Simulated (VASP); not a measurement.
**KF (Carobbiite): what moves the LDA gap besides the functional**

Aim: test what besides the functional moves the gap of KF (Carobbiite). The starting structure is a measured crystal structure from the Crystallography Open Database. Cell and atoms stay as given unless a step says otherwise.

Main program and level: VASP 6.6.1; Kohn-Sham DFT with plane waves and PAW; LDA.

### 1. Starting point

It takes space group Fm-3m (No. 225, cubic). The conventional cell has a = 5.347 Å, b = 5.347 Å, c = 5.347 Å, α = 90.00°, β = 90.00°, γ = 90.00°. K has 6 F at 2.67 Å nearest. Nearest to F lie 6 K at 2.67 Å. Farther neighbours and most contacts between anions are not listed.

### 2. Reference bands

INCAR

```
SYSTEM = KF
PREC = Accurate
ENCUT = 460
EDIFF = 1E-06
NELM = 100
ISMEAR = 0
SIGMA = 0.03
LREAL = .FALSE.
ALGO = Normal
GGA = CA
NBANDS = 20
LORBIT = 11
LWAVE = .FALSE.
LCHARG = .FALSE.
KPAR = 4
LASPH = .TRUE.
```

POSCAR

```
KF
1.0
    0.0000000000      2.6735000000      2.6735000000
    2.6735000000      0.0000000000      2.6735000000
    2.6735000000      2.6735000000      0.0000000000
K F
1 1
Direct
    0.0000000000      0.0000000000      0.0000000000
    0.5000000000      0.5000000000      0.5000000000
```

KPOINTS

```
Automatic mesh
0
Gamma
8 8 8
0 0 0
```

KPOINTS_OPT

```
Line mode
10
Line-mode
Reciprocal
  0.00000000   0.00000000   0.00000000 GAMMA
  0.50000000   0.00000000   0.50000000 X

  0.50000000   0.00000000   0.50000000 X
  0.50000000   0.25000000   0.75000000 W

  0.50000000   0.25000000   0.75000000 W
  0.37500000   0.37500000   0.75000000 K

  0.37500000   0.37500000   0.75000000 K
  0.00000000   0.00000000   0.00000000 GAMMA

  0.00000000   0.00000000   0.00000000 GAMMA
  0.50000000   0.50000000   0.50000000 L

  0.50000000   0.50000000   0.50000000 L
  0.62500000   0.25000000   0.62500000 U

  0.62500000   0.25000000   0.62500000 U
  0.50000000   0.25000000   0.75000000 W

  0.50000000   0.25000000   0.75000000 W
  0.50000000   0.50000000   0.50000000 L

  0.50000000   0.50000000   0.50000000 L
  0.37500000   0.37500000   0.75000000 K

  0.62500000   0.25000000   0.62500000 U
  0.50000000   0.00000000   0.50000000 X
```

PAW data sets: K_sv and F (LDA family, release 64).

On the command line:

```
$ mpirun -np 4 vasp_std
```

Output:

```text
[banner, memory and clock lines left out]
running    4 mpi-ranks, on    1 nodes
 distrk:  each k-point on    1 cores,    4 groups
 distr:  one band on    1 cores,    1 groups

 POSCAR found type information on POSCAR K F
 POSCAR found :  2 types and       2 ions
 LDA part: xc-table for (Slater(with rela. corr.)+CA(PZ))
 , standard interpolation
 POSCAR, INCAR and KPOINTS ok, starting setup
 FFT: planning ... GRIDC
 FFT: planning ... GRID_SOFT
 FFT: planning ... GRID
 WAVECAR not read
 entering main loop
       N       E                     dE             d eps       ncg     rms          rms(c)
DAV:   1     0.105112463863E+03    0.10511E+03   -0.72053E+03  1160   0.710E+02
DAV:   2    -0.639543661154E+01   -0.11151E+03   -0.10081E+03  1344   0.224E+02
DAV:   3    -0.101249490339E+02   -0.37295E+01   -0.37040E+01  1512   0.365E+01
DAV:   4    -0.102349540462E+02   -0.11001E+00   -0.10995E+00  1616   0.582E+00
DAV:   5    -0.102368433954E+02   -0.18893E-02   -0.18893E-02  1512   0.600E-01    0.602E+00
DAV:   6    -0.911766771392E+01    0.11192E+01   -0.19840E+00  1308   0.107E+01    0.426E+00
DAV:   7    -0.906543790091E+01    0.52230E-01   -0.72772E-02  1352   0.164E+00    0.234E+00
DAV:   8    -0.903628459158E+01    0.29153E-01   -0.46352E-02  1492   0.157E+00    0.202E-01
DAV:   9    -0.903646915075E+01   -0.18456E-03   -0.19930E-03  1380   0.321E-01    0.978E-02
DAV:  10    -0.903661416189E+01   -0.14501E-03   -0.22579E-04  1352   0.139E-01    0.535E-02
DAV:  11    -0.903662317997E+01   -0.90181E-05   -0.29302E-05  1348   0.672E-02    0.199E-02
DAV:  12    -0.903661914835E+01    0.40316E-05   -0.57778E-06  1492   0.306E-02    0.254E-03
DAV:  13    -0.903661930213E+01   -0.15378E-06   -0.67533E-07  1332   0.564E-03
   1 F= -.90366193E+01 E0= -.90366193E+01  d E =-.788143E-44
 Start KPOINTS_OPT (optional k-point list driver)
k-point batch [1-29\100]
       N       E                     dE             ncg
DAV:   1    -0.232243171045E+04   -0.16965E+05     1160
DAV:   2    -0.559239520709E+04   -0.32700E+04     1368
DAV:   3    -0.570165201919E+04   -0.10926E+03     1524
DAV:   4    -0.570475309149E+04   -0.31011E+01     1612
DAV:   5    -0.570479035192E+04   -0.37260E-01     1520
DAV:   6    -0.570479157844E+04   -0.12265E-02     1600
DAV:   7    -0.570479165747E+04   -0.79032E-04     1312
DAV:   8    -0.570479165774E+04   -0.26843E-06     1004
[...]
k-point batch [88-100\100]
       N       E                     dE             ncg
DAV:   1     0.752180180530E+04   -0.84541E+04      520
DAV:   2     0.613997238821E+04   -0.13818E+04      620
DAV:   3     0.608873210755E+04   -0.51240E+02      692
DAV:   4     0.608754250318E+04   -0.11896E+01      680
DAV:   5     0.608751837672E+04   -0.24126E-01      672
DAV:   6     0.608751711299E+04   -0.12637E-02      688
DAV:   7     0.608751703590E+04   -0.77095E-04      608
DAV:   8     0.608751703125E+04   -0.46490E-05      440
DAV:   9     0.608751703112E+04   -0.12315E-06      392
```

Elapsed: 8.4 s, on 4 MPI ranks of Intel Xeon 6975P-C (Granite Rapids), shared host; peak memory 0.58 GiB; 31 s of CPU time.

Lines that name or quote the potential files are left out of all logs, and their timing lines are given in words.

From OUTCAR (step 2):

```text
ion  position               nearest neighbor table
   1  0.000  0.000  0.000-   2 2.67   2 2.67   2 2.67   2 2.67   2 2.67   2 2.67
   2  0.500  0.500  0.500-   1 2.67   1 2.67   1 2.67   1 2.67   1 2.67   1 2.67

  LATTYP: Found a face centered cubic cell.
 ALAT       =     5.3470000000

 Subroutine GETGRP returns: Found 48 space group operations
 (whereof 48 operations were pure point group operations)

The static configuration has the point symmetry O_h .

 Found     29 irreducible k-points:

   k-points           NKPTS =     29   k-points in BZ     NKDIM =     29   number of bands    NBANDS=     20

   dimension x,y,z NGX =    28 NGY =   28 NGZ =   28
   dimension x,y,z NGXF=    56 NGYF=   56 NGZF=   56

   ENCUT  =  460.0 eV  33.81 Ry    5.81 a.u.   6.61  6.61  6.61*2*pi/ulx,y,z

   NELECT =      16.0000    total number of electrons

 k-points in reciprocal lattice and weights: Automatic mesh
   0.00000000  0.00000000  0.00000000       0.002
   0.12500000  0.00000000  0.00000000       0.016
   0.25000000  0.00000000  0.00000000       0.016
   0.37500000  0.00000000  0.00000000       0.016
   0.50000000  0.00000000  0.00000000       0.008
   0.12500000  0.12500000  0.00000000       0.012
   0.25000000  0.12500000  0.00000000       0.047
   0.37500000  0.12500000  0.00000000       0.047
   0.50000000  0.12500000  0.00000000       0.047
[...]
-0.37500000  0.50000000  0.12500000       0.023
  -0.25000000  0.50000000  0.25000000       0.012

 average (electrostatic) potential at core
       1 -35.7131       2 -77.9931

 E-fermi :  -2.9529

 k-point     1 :       0.0000    0.0000    0.0000
  band No.  band energies     occupation
    ...
      4     -12.3474      2.00000
      5     -12.3474      2.00000
      6      -3.2412      2.00000
      7      -3.2412      2.00000
      8      -3.2412      2.00000
      9       2.5449      0.00000
     10       7.2724      0.00000
     11       7.2724      0.00000
     12       7.2724      0.00000
     13       9.0029      0.00000
    ...

 k-point     2 :       0.1250    0.0000    0.0000
  band No.  band energies     occupation
    ...
      4     -12.3532      2.00000
      5     -12.3532      2.00000
      6      -3.3924      2.00000
      7      -3.2966      2.00000
      8      -3.2966      2.00000
      9       2.9863      0.00000
     10       6.9888      0.00000
     11       7.4886      0.00000
     12       7.4886      0.00000
     13       9.1499      0.00000
    ...

 k-point     3 :       0.2500    0.0000    0.0000
  band No.  band energies     occupation
    ...
      4     -12.3670      2.00000
      5     -12.3670      2.00000
      6      -3.7092      2.00000
      7      -3.4266      2.00000
      8      -3.4266      2.00000
      9       4.0797      0.00000
     10       6.5949      0.00000
     11       8.0266      0.00000
     12       8.0266      0.00000
     13       9.6087      0.00000
    ...

  Total       -1.0156282     -1.0156282     -1.0156282      0.0000000     -0.0000000      0.0000000
  in kB      -42.5769736    -42.5769736    -42.5769736      0.0000000     -0.0000000      0.0000000
  external PRESSURE =     -42.5769736 kB  Pullay stress =       0.0000000 kB

  energy-cutoff  :      460.00
  volume of cell :       38.22
      direct lattice vectors                 reciprocal lattice vectors
     0.000000000  2.673500000  2.673500000    -0.187020759  0.187020759  0.187020759
     2.673500000  0.000000000  2.673500000     0.187020759 -0.187020759  0.187020759
     2.673500000  2.673500000  0.000000000     0.187020759  0.187020759 -0.187020759

 POSITION                                       TOTAL-FORCE (eV/Angst)
 -----------------------------------------------------------------------------------
      0.00000      0.00000      0.00000         0.000000      0.000000      0.000000
      2.67350      2.67350      2.67350        -0.000000     -0.000000     -0.000000
 -----------------------------------------------------------------------------------
    total drift:                                0.000000      0.000000      0.000000

  FREE ENERGIE OF THE ION-ELECTRON SYSTEM (eV)
  ---------------------------------------------------
  free  energy   TOTEN  =        -9.0366193021 eV

  energy  without entropy=       -9.0366193021  energy(sigma->0) =       -9.03661930

 total charge
# of ion       s       p       d       tot
------------------------------------------
    1        1.956   5.567   0.034   7.556
    2        1.732   4.327   0.000   6.059
--------------------------------------------------
tot          3.688   9.894   0.034  13.615

[... 3 further parts left out ...]
```

At this level the cell is under a tension of 4.3 GPa, so at these settings it is away from equilibrium.

The reference gap is 5.786 eV.

### 3. Bands with cell and atoms relaxed by LDA

Against step 2 the input has another starting structure. The cell comes from a relaxation at this level, not shown (34.59 Å³).

INCAR is that of step 2.

POSCAR

```
KF
1.0
    0.0000000000      2.5859887331      2.5859887331
    2.5859887331      0.0000000000      2.5859887331
    2.5859887331      2.5859887331      0.0000000000
K F
1 1
Direct
    0.0000000000      0.0000000000      0.0000000000
    0.5000000000      0.5000000000      0.5000000000
```

KPOINTS is that of step 2.

KPOINTS_OPT is that of step 2.

On the command line:

```
$ mpirun -np 4 vasp_std
```

Output:

```text
[... set-up lines as in an earlier step ...]
 entering main loop
       N       E                     dE             d eps       ncg     rms          rms(c)
DAV:   1     0.105400815702E+03    0.10540E+03   -0.72484E+03  1176   0.713E+02
DAV:   2    -0.659502540680E+01   -0.11200E+03   -0.10127E+03  1404   0.227E+02
DAV:   3    -0.101555317775E+02   -0.35605E+01   -0.35364E+01  1508   0.362E+01
DAV:   4    -0.102493046951E+02   -0.93773E-01   -0.93732E-01  1548   0.573E+00
[...]
DAV:  11    -0.907583144809E+01    0.39027E-06   -0.22436E-05  1404   0.643E-02    0.194E-02
DAV:  12    -0.907583027983E+01    0.11683E-05   -0.62839E-06  1440   0.263E-02    0.276E-03
DAV:  13    -0.907583037884E+01   -0.99014E-07   -0.54993E-07  1236   0.531E-03
   1 F= -.90758304E+01 E0= -.90758304E+01  d E =-.241367E-36
 Start KPOINTS_OPT (optional k-point list driver)
k-point batch [1-29\100]
       N       E                     dE             ncg
DAV:   1    -0.202343195111E+04   -0.17147E+05     1160
DAV:   2    -0.539433690669E+04   -0.33709E+04     1340
DAV:   3    -0.550889629824E+04   -0.11456E+03     1632
DAV:   4    -0.551158835834E+04   -0.26921E+01     1468
DAV:   5    -0.551162584160E+04   -0.37483E-01     1628
DAV:   6    -0.551162628410E+04   -0.44250E-03     1436
DAV:   7    -0.551162630286E+04   -0.18757E-04     1412
DAV:   8    -0.551162630410E+04   -0.12384E-05      948
DAV:   9    -0.551162630415E+04   -0.51728E-07      944
[...]
k-point batch [88-100\100]
       N       E                     dE             ncg
DAV:   1     0.794407757446E+04   -0.87964E+04      520
DAV:   2     0.643845739731E+04   -0.15056E+04      620
DAV:   3     0.639010609938E+04   -0.48351E+02      696
DAV:   4     0.638868846196E+04   -0.14176E+01      676
DAV:   5     0.638866026532E+04   -0.28197E-01      692
DAV:   6     0.638865930655E+04   -0.95877E-03      668
DAV:   7     0.638865924801E+04   -0.58540E-04      608
DAV:   8     0.638865924415E+04   -0.38670E-05      408
DAV:   9     0.638865924390E+04   -0.24536E-06      380
```

The job ended after 7.4 s (4 MPI ranks; peak memory 0.57 GiB; 27 s of CPU time).

OUTCAR, selected parts (step 3):

```text
  Total       -0.1952575     -0.1952575     -0.1952575     -0.0000000      0.0000000      0.0000000
  in kB       -9.0449985     -9.0449985     -9.0449985     -0.0000000      0.0000000      0.0000000
  external PRESSURE =      -9.0449985 kB  Pullay stress =       0.0000000 kB

 POSITION                                       TOTAL-FORCE (eV/Angst)
 -----------------------------------------------------------------------------------
      0.00000      0.00000      0.00000        -0.000000      0.000000      0.000000
      2.58599      2.58599      2.58599         0.000000     -0.000000     -0.000000
 -----------------------------------------------------------------------------------
    total drift:                                0.000000      0.000000      0.000000

  FREE ENERGIE OF THE ION-ELECTRON SYSTEM (eV)
  ---------------------------------------------------
  free  energy   TOTEN  =        -9.0758303788 eV

  energy  without entropy=       -9.0758303788  energy(sigma->0) =       -9.07583038

[... 1 part as in an earlier step ...]

[... 2 further parts left out ...]
[key lines of the parts left out:]
E-fermi :  -2.6857
```

With cell and atoms relaxed by LDA the gap is 6.319 eV, +0.533 eV from the reference.

### 4. Bands with a 10×10×10 mesh

Against step 2 the input has a 10×10×10 mesh.

INCAR is that of step 3.

POSCAR

```
KF
1.0
    0.0000000000      2.6735000000      2.6735000000
    2.6735000000      0.0000000000      2.6735000000
    2.6735000000      2.6735000000      0.0000000000
K F
1 1
Direct
    0.0000000000      0.0000000000      0.0000000000
    0.5000000000      0.5000000000      0.5000000000
```

KPOINTS

```
Automatic mesh
0
Gamma
10 10 10
0 0 0
```

KPOINTS_OPT is that of step 3.

On the command line:

```
$ mpirun -np 4 vasp_std
```

Output:

```text
[... set-up lines as in an earlier step ...]
 entering main loop
       N       E                     dE             d eps       ncg     rms          rms(c)
DAV:   1     0.108714062976E+03    0.10871E+03   -0.73124E+03  1880   0.710E+02
DAV:   2    -0.615976334530E+01   -0.11487E+03   -0.10223E+03  2256   0.225E+02
DAV:   3    -0.101361752819E+02   -0.39764E+01   -0.39505E+01  2464   0.374E+01
DAV:   4    -0.102347329461E+02   -0.98558E-01   -0.98517E-01  2556   0.557E+00
[...]
DAV:  11    -0.903653617978E+01   -0.77043E-05   -0.29640E-05  2196   0.662E-02    0.187E-02
DAV:  12    -0.903653398935E+01    0.21904E-05   -0.46591E-06  2364   0.286E-02    0.253E-03
DAV:  13    -0.903653413420E+01   -0.14485E-06   -0.59735E-07  2164   0.530E-03
   1 F= -.90365341E+01 E0= -.90365341E+01  d E =-.684010E-11
 Start KPOINTS_OPT (optional k-point list driver)
k-point batch [1-47\100]
       N       E                     dE             ncg
DAV:   1    -0.363036461327E+04   -0.22054E+05     1880
DAV:   2    -0.904523836128E+04   -0.54149E+04     2280
DAV:   3    -0.922792096210E+04   -0.18268E+03     2468
DAV:   4    -0.923252959715E+04   -0.46086E+01     2620
DAV:   5    -0.923260464031E+04   -0.75043E-01     2508
DAV:   6    -0.923260652050E+04   -0.18802E-02     2648
DAV:   7    -0.923260659516E+04   -0.74655E-04     2164
DAV:   8    -0.923260659800E+04   -0.28434E-05     1672
DAV:   9    -0.923260659815E+04   -0.15004E-06     1452
[...]
k-point batch [95-100\100]
       N       E                     dE             ncg
DAV:   1     0.218633287196E+05   -0.40895E+04      240
DAV:   2     0.212258105835E+05   -0.63752E+03      304
DAV:   3     0.212037002453E+05   -0.22110E+02      304
DAV:   4     0.212032056015E+05   -0.49464E+00      352
DAV:   5     0.212032044047E+05   -0.11968E-02      300
DAV:   6     0.212032043897E+05   -0.14982E-04      348
DAV:   7     0.212032043897E+05   -0.19343E-07      244
```

The job ended after 8 s (4 MPI ranks; peak memory 0.64 GiB; 30 s of CPU time).

OUTCAR, selected parts (step 4):

```text
  Total       -1.0163487     -1.0163487     -1.0163487     -0.0000000     -0.0000000     -0.0000000
  in kB      -42.6071767    -42.6071767    -42.6071767     -0.0000000     -0.0000000     -0.0000000
  external PRESSURE =     -42.6071767 kB  Pullay stress =       0.0000000 kB

 POSITION                                       TOTAL-FORCE (eV/Angst)
 -----------------------------------------------------------------------------------
      0.00000      0.00000      0.00000         0.000000     -0.000000      0.000000
      2.67350      2.67350      2.67350         0.000000      0.000000     -0.000000
 -----------------------------------------------------------------------------------
    total drift:                                0.000000      0.000000      0.000000

  FREE ENERGIE OF THE ION-ELECTRON SYSTEM (eV)
  ---------------------------------------------------
  free  energy   TOTEN  =        -9.0365341342 eV

  energy  without entropy=       -9.0365341342  energy(sigma->0) =       -9.03653413

[... 1 part as in an earlier step ...]

[... 2 further parts left out ...]
[key lines of the parts left out:]
E-fermi :  -3.1216
```

With a 10×10×10 mesh the gap is 5.786 eV, +0.000 eV from the reference.

### 5. The runs compared

| run | gap (eV) | change (eV) | core minutes |
| --- | --- | --- | --- |
| reference | 5.786 | - | 0.56 |
| cell and atoms relaxed by LDA | 6.319 | 0.533 | 0.493 |
| a 10×10×10 mesh | 5.786 | 0.0 | 0.533 |

Core minutes are wall time times ranks of the run shown, on a shared host.

### 6. Outcome

| Property | Result |
| --- | --- |
| reference gap | 5.786 eV |
| gap with cell and atoms relaxed by LDA | 6.319 eV |
| gap with a 10×10×10 mesh | 5.786 eV |

**Reading.** Among the runs that read a gap along the path, the one with cell and atoms relaxed by LDA moves it most, by +0.533 eV. On finer settings it changes by +0.000 eV with a 10×10×10 mesh. The functional's own error isn't tested here. Further runs on this material are not shown.

[Lines on the potential files, build, host, timing and source positions are cut from VASP's logs without a mark.]

[Logs are printed without paths, hosts, clocks, repeated set-up lines and the standing remarks that a program may print on its own settings, such as how far it seeks lower states.]

[Hosts, paths, dates, database ids (printed as entryN), source tags and the programs' standing remarks are cut or masked in the printed files.]
